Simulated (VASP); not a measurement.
Here is the system:

```
KMgH3
1.0
    3.98810     0.00000     0.00000
    0.00000     3.98810     0.00000
    0.00000     0.00000     3.98810
K Mg H
1 1 3
Direct
  0.00000   0.00000   0.00000
  0.50000   0.50000   0.50000
  0.50000   0.00000   0.50000
  0.00000   0.50000   0.50000
  0.50000   0.50000   0.00000
```

Level of theory: LDA (Ceperley-Alder, Perdew-Zunger), VASP's LDA PAW potentials (set 64) (plane waves; VASP 6.6.1). Settings: 300 eV cut-off, 4×4×4 Γ-centred mesh, Gaussian smearing of 0.010 eV, potentials K_sv Mg H.

At this cut-off the stress carries a Pulay error, which pulls relaxed volumes low.

Problem. Estimate the energy per atom (σ→0), pressure, band gap (on the k-mesh) with the smallest direct gap where there is one.

Solution. 
```
Quantity                                      Value
-----------------------------------  --------------
band gap (on the k-mesh)                    2.13 eV
smallest direct gap (on the k-mesh)         4.34 eV
energy per atom (σ→0)                -3.016 eV/atom
pressure                                  -3.38 GPa
```

The absolute energy has meaning only against runs of the same code, potentials and settings.

The structure comes from a computed database's KMgH3 entry (Pm-3m); how it stands against other phases isn't given here. The cell was not relaxed at this level.
